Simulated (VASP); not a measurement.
Given:

```yaml
crystal:
  lattice:
    - [2.10313, 1.21424, 6.86667]
    - [-2.10313, 1.21424, 6.86667]
    - [0.00000, -2.42848, 6.86667]
  atoms:
    - { symbol: Pb, position: [0.75318, 0.75318, 0.75318] }
    - { symbol: Pb, position: [0.24682, 0.24682, 0.24682] }
    - { symbol: Se, position: [0.00000, 0.00000, 0.00000] }
    - { symbol: S, position: [0.50000, 0.50000, 0.50000] }
```

All values below come from LDA (Ceperley-Alder, Perdew-Zunger), VASP's LDA PAW potentials (set 64) (plane waves; VASP 6.6.1). Run with 400 eV cut-off, Gaussian smearing of 0.050 eV, potentials Pb_d Se S.

Unless said otherwise, spin-orbit coupling is left out, though it shifts the bands of the heavy elements here.

Task: Estimate the band gap (along the path) with the smallest direct gap where there is one.

Result: 
```yaml
band gap (along the path): 0.04 eV
smallest direct gap (along the path): 0.04 eV
```

Only differences to runs with the same potentials and settings are physical.

The structure comes from a computed database's Pb2SeS entry (R-3m); how it stands against other phases isn't given here. It was relaxed first, which changed the volume by -6 %.
